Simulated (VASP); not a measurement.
The system is Al.

```
CELL_PARAMETERS angstrom
0.00000 2.02481 2.02481
2.02481 0.00000 2.02481
2.02481 2.02481 0.00000
ATOMIC_POSITIONS crystal
Al 0.00000 0.00000 0.00000
```

| Quantity | Value |
| --- | --- |
| Program | VASP 6.6.1 |
| Task | relaxation of cell and atoms |
| Functional | LDA |
| Potentials or basis | VASP PAW LDA potentials, release 64 (Al) |
| Cutoff | 600 eV |
| k mesh | 27 × 27 × 27 |
| Occupations | fermi-dirac, width 0.05 eV |
| Spin | no spin polarisation |

At the start: pressure -3.7 GPa; volume 16.60 Å³/atom.

How do energy, volume and symmetry change on relaxing?

Over 3 steps the energy falls by 9.4 meV/atom and the volume is 15.82 Å³/atom (-4.7 %); space group Fm-3m (No. 225, to 0.05 Å).

Step by step:
```
step  energy change (eV)  largest force (eV/Å)  pressure (GPa)  volume (Å³)
   1              0.0000                0.0000           -3.67        16.60
   2             -0.0092                0.0000            0.61        15.71
   3             -0.0094                0.0000            0.00        15.82
```

Final structure:
```
CELL_PARAMETERS angstrom
0.00000 1.99229 1.99229
1.99229 0.00000 1.99229
1.99229 1.99229 0.00000
ATOMIC_POSITIONS crystal
Al 0.00000 0.00000 0.00000
```
